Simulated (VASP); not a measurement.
OSZICAR of a VASP run on BaZrO₃ (space group Pm-3m):

OSZICAR:
```
       N       E                     dE             d eps       ncg     rms          rms(c)
DAV:   1     0.300368811247E+03    0.30037E+03   -0.18948E+04  3360   0.134E+03
DAV:   2    -0.253126803721E+02   -0.32568E+03   -0.31629E+03  4280   0.369E+02
DAV:   3    -0.480825140745E+02   -0.22770E+02   -0.22674E+02  4616   0.963E+01
DAV:   4    -0.493950401162E+02   -0.13125E+01   -0.13117E+01  5080   0.183E+01
DAV:   5    -0.494486358805E+02   -0.53596E-01   -0.53591E-01  4464   0.267E+00    0.304E+01
DAV:   6    -0.419135368586E+02    0.75351E+01   -0.42352E+01  4168   0.440E+01    0.137E+01
DAV:   7    -0.420134076762E+02   -0.99871E-01   -0.38968E+00  4840   0.111E+01    0.775E+00
DAV:   8    -0.419986528960E+02    0.14755E-01   -0.35855E-01  4040   0.436E+00    0.886E-01
DAV:   9    -0.419962229220E+02    0.24300E-02   -0.70330E-02  4096   0.152E+00    0.456E-01
DAV:  10    -0.419974804448E+02   -0.12575E-02   -0.12488E-02  4112   0.930E-01    0.261E-01
DAV:  11    -0.419975920670E+02   -0.11162E-03   -0.10412E-03  4496   0.239E-01    0.698E-02
DAV:  12    -0.419975396657E+02    0.52401E-04   -0.24811E-04  4368   0.120E-01    0.241E-02
DAV:  13    -0.419975617232E+02   -0.22058E-04   -0.68303E-05  4504   0.564E-02    0.221E-02
DAV:  14    -0.419975594755E+02    0.22477E-05   -0.16646E-05  4064   0.280E-02    0.315E-03
DAV:  15    -0.419975594052E+02    0.70328E-07   -0.14001E-06  3008   0.838E-03
   1 F= -.41997559E+02 E0= -.41997559E+02  d E =-.376165E-11  mag=     0.0000     0.0000     0.0000
```

Task: Which electronic solver shows in the log?

Result: It is blocked Davidson (ALGO = Normal, or the opening steps of other solvers). The INCAR had ALGO = Normal.

Task: How was spin treated?

Result: With non-collinear spinors: mag has three components.

Task: Can the final energy be trusted as converged?

Result: The calculation finished and met its thresholds. It stopped with EDIFF = 1E-6, NELM = 100 (PBE GGA with spin-orbit coupling, plane waves, VASP's PBE PAW potentials (set 64)).

The structure is a typed BaZrO3 crystal. The cell was not relaxed at this level. The run is one of a series of settings (GGA_COMPAT = .FALSE., LNONCOLLINEAR = .TRUE., LSORBIT = .TRUE., MAGMOM = 0.0 0.0 0.0 0.0 0.0 0.0 0.0 0.0 0.0 0.0 0.0 0.0 0.0 0.0 0.0, program vasp_ncl against the base run), some of them coarse on purpose.
